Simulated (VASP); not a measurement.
Method: vdW-DF2, VASP's PBE PAW potentials (set 64) (plane waves; VASP 6.6.1).

VASP ran on this input.

KPOINTS:
```
k-points along high-symmetry lines
15
Line-mode
Reciprocal
  0.000000   0.000000   0.000000 ! GAMMA
  0.500000   0.000000   0.500000 ! X

  0.500000   0.000000   0.500000 ! X
  0.625000   0.250000   0.625000 ! U

  0.375000   0.375000   0.750000 ! K
  0.000000   0.000000   0.000000 ! GAMMA

  0.000000   0.000000   0.000000 ! GAMMA
  0.500000   0.500000   0.500000 ! L

  0.500000   0.500000   0.500000 ! L
  0.500000   0.250000   0.750000 ! W

  0.500000   0.250000   0.750000 ! W
  0.500000   0.000000   0.500000 ! X
```

INCAR:
```
# general
SYSTEM   = KCl
PREC     = Accurate
ENCUT    = 520
LREAL    = .FALSE.
LASPH    = .TRUE.
ICHARG   = 11

# electronic loop
EDIFF    = 1E-7
NELM     = 100
ALGO     = Normal

# smearing
ISMEAR   = 0
SIGMA    = 0.05

# functional
GGA      = ML
LUSE_VDW = .TRUE.
AGGAC    = 0.0
ZAB_VDW  = -1.8867

# output
LWAVE    = .FALSE.
LCHARG   = .FALSE.
LORBIT   = 11
```

File POSCAR:
```
KCl
1
    0.0000000000     3.1707627737     3.1707627737
    3.1707627737     0.0000000000     3.1707627737
    3.1707627737     3.1707627737     0.0000000000
K Cl
1 1
Direct
  0.0000000000   0.0000000000   0.0000000000
  0.5000000000   0.5000000000   0.5000000000
```

POTCAR, in this order: K_sv Cl (PBE.64 set). Program: vasp_std. Read from the step before: CHGCAR.

Output

**OSZICAR**
```
       N       E                     dE             d eps       ncg     rms          rms(c)
DAV:   1     0.107329722879E+03    0.10733E+03   -0.72973E+03  2160   0.119E+03
DAV:   2     0.402858866875E+01   -0.10330E+03   -0.95021E+02  2664   0.274E+02
DAV:   3    -0.280988576345E+01   -0.68385E+01   -0.67822E+01  2784   0.646E+01
DAV:   4    -0.310080792236E+01   -0.29092E+00   -0.29060E+00  3828   0.120E+01
DAV:   5    -0.310323387009E+01   -0.24259E-02   -0.24258E-02  2804   0.101E+00
DAV:   6    -0.310329218324E+01   -0.58313E-04   -0.58312E-04  3228   0.125E-01
DAV:   7    -0.310329285771E+01   -0.67446E-06   -0.67445E-06  3060   0.157E-02
DAV:   8    -0.310329287225E+01   -0.14540E-07   -0.14533E-07  2644   0.214E-03
   1 F= -.31032929E+01 E0= -.31032929E+01  d E =-.549254E-11
```

**OUTCAR**
```
 val. band max:       -2.1843229649   @ k =   0.0000   0.0000   0.0000

 cond. band min:       2.6022995561   @ k =   0.0000   0.0000   0.0000



 k-point     1 :       0.0000    0.0000    0.0000
  band No.  band energies     occupation
      1     -29.5187      2.00000
      2     -14.3164      2.00000
      3     -12.9602      2.00000
      4     -12.9602      2.00000
      5     -12.9602      2.00000
      6      -2.1843      2.00000
      7      -2.1843      2.00000
      8      -2.1843      2.00000
      9       2.6023      0.00000
     10       5.9514      0.00000
     11       5.9514      0.00000
     12       5.9514      0.00000

 k-point     2 :       0.0357    0.0000    0.0357
  band No.  band energies     occupation
      1     -29.5186      2.00000
      2     -14.3197      2.00000
      3     -12.9609      2.00000
      4     -12.9609      2.00000
      5     -12.9551      2.00000
      6      -2.2109      2.00000
      7      -2.1880      2.00000
      8      -2.1880      2.00000
      9       2.6456      0.00000
     10       5.9116      0.00000
     11       5.9841      0.00000
     12       5.9841      0.00000

 k-point     3 :       0.0714    0.0000    0.0714
  band No.  band energies     occupation
      1     -29.5181      2.00000
      2     -14.3291      2.00000
      3     -12.9628      2.00000
      4     -12.9628      2.00000
      5     -12.9409      2.00000
      6      -2.2849      2.00000
      7      -2.1990      2.00000
      8      -2.1990      2.00000
      9       2.7696      0.00000
     10       5.7999      0.00000
     11       6.0814      0.00000
     12       6.0814      0.00000

 k-point     4 :       0.1071    0.0000    0.1071
  band No.  band energies     occupation
      1     -29.5174      2.00000
      2     -14.3418      2.00000
      3     -12.9659      2.00000
      4     -12.9659      2.00000
      5     -12.9214      2.00000
      6      -2.3915      2.00000
      7      -2.2162      2.00000
...
```

The density is held fixed in this step, so its total energy and stress have no physical meaning.

The compound is KCl in the rock salt structure. It was relaxed first.
